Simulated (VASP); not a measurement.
These are PBE GGA, VASP's PBE PAW potentials (set 64) (plane waves; VASP) values and carry that method's errors.

Input for VASP

**INCAR**
```
SYSTEM = InAs
PREC = Accurate
ENCUT = 300
EDIFF = 1E-6
NELM = 100
ALGO = Normal
LREAL = .FALSE.
LASPH = .TRUE.
ISMEAR = -1
SIGMA = 0.05
GGA = PE
LMAXMIX = 4
LWAVE = .FALSE.
LCHARG = .FALSE.
ISIF = 2
```

**POSCAR**
```
InAs
1.0
  0.0000000000   3.0300000000   3.0300000000
  3.0300000000   0.0000000000   3.0300000000
  3.0300000000   3.0300000000   0.0000000000
In As
1 1
Cartesian
  0.0000000000   0.0000000000   0.0000000000
  1.5150000000   1.5150000000   1.5150000000
```

File KPOINTS:
```
kpoints
0
gamma
9 9 9
```

POTCAR, in this order: In_d As (PBE.64 set). Program: vasp_std.

At this cut-off the stress carries a Pulay error, which pulls relaxed volumes low. Unless said otherwise, spin-orbit coupling is left out, though it shifts the bands of the heavy elements here.

Task: What does the run give for the energy per atom (σ→0), pressure, band gap (on the k-mesh)?

Result: 
```json
{
 "energy per atom (σ→0)": "-3839 meV/atom",
 "band gap (on the k-mesh)": "none (metal, semimetal or under 0.01 eV)",
 "pressure": "3.33 GPa"
}
```

File OSZICAR:
```
...
DAV:   7    -0.767732971638E+01    0.24481E-01   -0.14199E-01  1278   0.353E+00    0.737E-01
DAV:   8    -0.767816184561E+01   -0.83213E-03   -0.13556E-02  1070   0.167E+00    0.196E-01
DAV:   9    -0.767874318740E+01   -0.58134E-03   -0.11321E-03  1125   0.412E-01    0.118E-01
DAV:  10    -0.767888600602E+01   -0.14282E-03   -0.20830E-04  1145   0.213E-01    0.783E-02
DAV:  11    -0.767893208136E+01   -0.46075E-04   -0.16566E-04   975   0.157E-01    0.692E-02
DAV:  12    -0.767893332280E+01   -0.12414E-05   -0.15832E-05   980   0.412E-02    0.118E-02
DAV:  13    -0.767893365309E+01   -0.33029E-06   -0.30545E-06  1095   0.114E-02
   1 F= -.76789337E+01 E0= -.76787063E+01  d E =-.454708E-03
```

The structure is a typed InAs crystal (F-43m). The cell was not relaxed at this level.
